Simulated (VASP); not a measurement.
```
SnO
1.0
    3.87291     0.00000     0.00000
    0.00000     3.87291     0.00000
    0.00000     0.00000     5.39521
Sn O
2 2
Direct
  0.50000   0.00000   0.78586
  0.00000   0.50000   0.21414
  0.50000   0.50000   0.00000
  0.00000   0.00000   0.00000
```

These are RPBE GGA, VASP's PBE PAW potentials (set 64) (plane waves; VASP) values and carry that method's errors. Numerical set-up: 520 eV cut-off, 6×6×4 Γ-centred mesh, Gaussian smearing of 0.050 eV, potentials Sn_d O.

Without a dispersion term in the relaxation, distances and binding between the weakly bound layers, chains or molecules are unreliable, and so is what depends on them.

### Question
The ions and cell shape at fixed volume are relaxed. What does this cell relax into?

### Answer

```
SnO
1.0
    3.90613     0.00000     0.00000
    0.00000     3.90613     0.00000
    0.00000     0.00000     5.30383
Sn O
2 2
Cartesian
  1.95306   0.00000   4.13607
  0.00000   1.95306   1.16776
  1.95306   1.95306   0.00000
  3.90613   3.90613   0.00000
```
Space group P4/nmm (129), at a tolerance of 0.03 Å.

### Question
How much energy does the relaxation gain?

### Answer
The energy (σ→0) changes by -4.0 meV/atom, in 7 ionic steps.

The compound is SnO in the litharge structure. This cell is one point of a volume scan, at 0.97 of the reference volume. Symmetry was kept, so distortions that lower it aren't found.
